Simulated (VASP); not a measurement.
Consider the following.

```xyz
2
Lattice="0.0000 2.3050 2.3050 2.3050 0.0000 2.3050 2.3050 2.3050 0.0000" Properties=species:S:1:pos:R:3 pbc="T T T"
Zr     0.0000     0.0000     0.0000
N      2.3050     2.3050     2.3050
```

Method: vdW-DF-cx, VASP's PBE PAW potentials (set 64) (plane waves; VASP 6.6.1). Settings: 520 eV cut-off, 14×14×14 Γ-centred mesh, first-order Methfessel-Paxton smearing of 0.10 eV, potentials Zr_sv N.

Task: What does the run give for the energy per atom (σ→0), pressure, band gap (on the k-mesh) with the smallest direct gap where there is one?

Result: 
The band gap (on the k-mesh) is none (metal, semimetal or under 0.01 eV) and the energy per atom (σ→0) is -8.527 eV/atom. The pressure is -7.28 GPa.

The absolute energy has meaning only against runs of the same code, potentials and settings.

The compound is ZrN in the rock salt structure. This cell is one point of a volume scan, at 1.03 of the reference volume. The electron count is odd and the run is not spin-polarised, which forces a metal.
